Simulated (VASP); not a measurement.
Given:

```xyz
8
Lattice="5.3969 0.0000 0.0000 0.0000 5.3969 0.0000 0.0000 0.0000 5.3969" Properties=species:S:1:pos:R:3 pbc="T T T"
Hg     5.3969     0.0000     0.0000
Se     1.4796     1.4796     1.4796
Se     3.9172     3.9172     1.4796
Se     3.9172     1.4796     3.9172
Se     1.4796     3.9172     3.9172
Be     2.6984     2.6984     5.3969
Be     2.6984     0.0000     2.6984
Be     5.3969     2.6984     2.6984
```

The numbers are results of PBEsol GGA, VASP's PBE PAW potentials (set 64) (plane waves; VASP), not measurements. Settings: 400 eV cut-off, Gaussian smearing of 0.050 eV, potentials Hg Se Be.

Unless said otherwise, spin-orbit coupling is left out, though it shifts the bands of the heavy elements here.

Task: Give the energies of bands 12 to 25 at the high-symmetry points, in eV from the valence-band maximum.

Result: 
| band | Γ | X | M | R |
|---|---|---|---|---|
| 12 | -4.64 | -3.95 | -4.27 | -5.51 |
| 13 | -2.76 | -3.42 | -4.17 | -5.51 |
| 14 | -2.76 | -3.42 | -3.09 | -1.87 |
| 15 | -2.76 | -3.40 | -2.97 | -1.87 |
| 16 | -2.65 | -3.05 | -2.94 | -1.41 |
| 17 | -2.65 | -2.38 | -2.94 | -1.41 |
| 18 | -2.65 | -1.92 | -2.14 | -1.41 |
| 19 | 0.00 | -1.92 | -1.11 | -0.26 |
| 20 | 0.00 | -0.88 | -0.60 | -0.26 |
| 21 | 0.00 | -0.88 | -0.60 | -0.26 |
| 22 | 1.66 | 3.13 | 3.62 | 1.87 |
| 23 | 2.73 | 3.85 | 4.13 | 3.38 |
| 24 | 2.73 | 3.88 | 4.13 | 3.38 |
| 25 | 2.73 | 4.54 | 4.95 | 3.38 |

The gap is direct, 1.66 eV, from the valence maximum at Γ to the conduction minimum at Γ.

The structure was generated: Be3HgSe4 was put into an ordered model structure (P-43m), which need not be its known phase. It was relaxed first.
